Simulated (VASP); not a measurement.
Method: PBE GGA, VASP's PBE PAW potentials (set 64) (plane waves; VASP 6.6.1).

The input files of a VASP run:

### INCAR
```
! general
SYSTEM =LaB
PREC   =Accurate
ENCUT  =520
LREAL  =.FALSE.
LASPH  =.TRUE.   ! aspherical one-centre terms

! electronic loop
EDIFF  =1E-6
NELM   =100   ! most electronic steps
ALGO   =Normal   ! blocked Davidson
LMAXMIX=6   ! l cut-off of mixed one-centre charges

! smearing
ISMEAR =1   ! Methfessel-Paxton
SIGMA  =0.1   ! width (eV)

! functional
GGA    =PE

! ions
IBRION =2   ! conjugate gradients
NSW    =60
ISIF   =3
EDIFFG =-0.01   ! ionic stop

! output
LWAVE  =.FALSE.
LCHARG =.FALSE.
```

File KPOINTS:
```
Regular mesh
0
G
  10 10 10
0 0 0
```

**POSCAR**
```
LaB
1.0
  3.4125615875   0.0000000000   0.0000000000
  0.0000000000   3.4125615875   0.0000000000
  0.0000000000   0.0000000000   3.4125615875
La B
1 1
direct
  0.0000000000   0.0000000000   0.0000000000
  0.5000000000   0.5000000000   0.5000000000
```

POTCAR, in this order: La B (PBE.64 set). Program: vasp_std.

Problem. What does the run give for the energy per atom (σ→0), band gap (on the k-mesh)?

Solution. 
```json
{
  "energy per atom (σ→0)": "-5.363 eV/atom",
  "band gap (on the k-mesh)": "none (metal, semimetal or under 0.01 eV)"
}
```

**OSZICAR**
```
...
DAV:   8    -0.107258903181E+02   -0.48441E-02   -0.36837E-02  1631   0.207E+00    0.200E-01
DAV:   9    -0.107269725104E+02   -0.10822E-02   -0.70537E-03  2117   0.127E+00    0.196E-01
DAV:  10    -0.107267032933E+02    0.26922E-03   -0.98876E-04  2181   0.367E-01    0.521E-02
DAV:  11    -0.107267572445E+02   -0.53951E-04   -0.21130E-04  2071   0.191E-01    0.664E-02
DAV:  12    -0.107267095170E+02    0.47728E-04   -0.15433E-04  2038   0.190E-01    0.725E-03
DAV:  13    -0.107267105214E+02   -0.10044E-05   -0.10105E-05  2087   0.241E-02    0.924E-03
DAV:  14    -0.107267103038E+02    0.21763E-06   -0.48096E-07  1155   0.878E-03
   1 F= -.10726710E+02 E0= -.10726664E+02  d E =-.107267E+02
```

The structure was generated: LaB was put into the CsCl type type (Pm-3m), which need not be its known phase. It was relaxed first, which changed the volume by -27 %. The start is the result of an earlier pass.
